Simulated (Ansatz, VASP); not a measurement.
**One calculation of C2S, two programs**

```
CELL_PARAMETERS angstrom
2.87426 0.00000 0.00000
-1.43713 2.48918 0.00000
0.00000 0.00000 11.33105
ATOMIC_POSITIONS crystal
C 0.33333 0.66667 0.62100
C 0.66667 0.33333 0.12100
C 0.33333 0.66667 0.87900
C 0.66667 0.33333 0.37900
S 0.33333 0.66667 0.25000
S 0.66667 0.33333 0.75000
```

Change from the starting cell: species swapped into the WSe2 type (P6_3/mmc, No. 194).

Alike in both runs: task single point; functional PBE; k mesh 9 × 9 × 2; occupations gaussian, width 0.1 eV; no spin polarisation.

```csv
,VASP,Ansatz
version,VASP 6.6.1,Ansatz 0.2.0
potentials or method,"VASP PAW PBE potentials, release 64 (C, S)","scalar-relativistic, plane waves, PAW"
plane-wave cutoff (eV),520,420
valence electrons in the cell,28,28
```

|  | VASP | Ansatz | Ansatz less VASP |
| --- | --- | --- | --- |
| gap on the k mesh at the Fermi level (eV) | none | none | - |
| pressure (GPa) | -13.8 | -13.7 | +0.07 |
| largest component of the traceless stress (GPa) | 17.76 | 17.85 | +0.089 |
| rms of the force components (eV/Å) | 0.972 | 0.976 | +0.0045 |

Atom by atom the forces differ by 0.004 eV/Å (rms over components). A gap of «none» marks a metal or a gap that the smearing closes.

Caveats: forces of over 1 eV/Å show positions far from the minimum, so gaps and moduli don't describe the material at rest.
